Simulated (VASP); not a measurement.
A convergence study with VASP on CdS (zinc blende): one setting is varied, all else stays as given below, so the limit is that of these other settings. Each run relaxes cell and ions from the cell shown.

```xyz
2
Lattice="0.0000 2.9100 2.9100 2.9100 0.0000 2.9100 2.9100 2.9100 0.0000" Properties=species:S:1:pos:R:3 pbc="T T T"
Cd     0.0000     0.0000     0.0000
S      1.4550     1.4550     1.4550
```

Computed with PBEsol GGA, VASP's PBE PAW potentials (set 64) (plane waves; VASP). The tightest run used: 550 eV cut-off, 12×12×12 Γ-centred mesh, Gaussian smearing of 0.050 eV, potentials Cd S.

Gaps are read on the run's mesh, which can miss a band edge.

The settings run are 2×2×2 mesh; 3×3×3 mesh; 4×4×4 mesh; 5×5×5 mesh; 6×6×6 mesh; 8×8×8 mesh; 9×9×9 mesh; 10×10×10 mesh; 11×11×11 mesh; 12×12×12 mesh. From which on does the relaxed volume stay within 0.05 Å³/atom of the tightest run?

From 5×5×5 mesh on: it is off by 0.016 there and by no more than 0.05 in any finer run, while 4×4×4 mesh is off by 0.070.
```csv
setting,relaxed volume (Å³/atom),E (eV/atom),gap on the mesh (eV),irreducible k-points,difference judged (Å³/atom)
2×2×2 mesh,26.309,-2.9240,0.709,3,1.457
3×3×3 mesh,25.160,-3.3223,0.934,4,0.309
4×4×4 mesh,24.922,-3.3885,0.986,8,0.070
5×5×5 mesh,24.867,-3.4021,0.999,10,0.016
6×6×6 mesh,24.855,-3.4054,1.003,16,0.003
8×8×8 mesh,24.851,-3.4067,1.005,29,0.000
9×9×9 mesh,24.851,-3.4068,1.005,35,0.000
10×10×10 mesh,24.851,-3.4069,1.005,47,0.000
11×11×11 mesh,24.851,-3.4069,1.005,56,0.000
12×12×12 mesh,24.851,-3.4069,1.005,72,0.000
```

Left out are rungs that failed or repeat a setting and relaxations that didn't move; long series are thinned to 24 rows.

The compound is CdS in the zinc blende structure, a metastable form; wurtzite is the usual one.
